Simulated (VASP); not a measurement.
Data:

```
Nb
1.0
    4.62369     0.00000     0.00000
   -2.31184     4.00423     0.00000
    0.00000     0.00000    24.29915
Nb
10
Direct
  0.00000   0.00000   0.33749
  0.66667   0.33333   0.36771
  0.33333   0.66667   0.40042
  0.00000   0.00000   0.44339
  0.66667   0.33333   0.48161
  0.33333   0.66667   0.51839
  0.00000   0.00000   0.55661
  0.66667   0.33333   0.59958
  0.33333   0.66667   0.63229
  0.00000   0.00000   0.66251
```

All values below come from PBEsol GGA, VASP's PBE PAW potentials (set 64) (plane waves; VASP). Numerical set-up: PREC = Normal, 400 eV cut-off, 7×7×1 Γ-centred mesh, first-order Methfessel-Paxton smearing of 0.10 eV, potentials Nb_sv.

Q: What does the run give for the energy per atom (σ→0), band gap (on the k-mesh) with the smallest direct gap where there is one?

A: 
```
Item                                                        Result
------------------------  ----------------------------------------
band gap (on the k-mesh)  none (metal, semimetal or under 0.01 eV)
energy per atom (σ→0)                              -10.328 eV/atom
```

Total energies compare only between runs with the same potentials, cut-off and functional.

The cell is a thin slab with vacuum, built from Nb (bcc): (111) face.
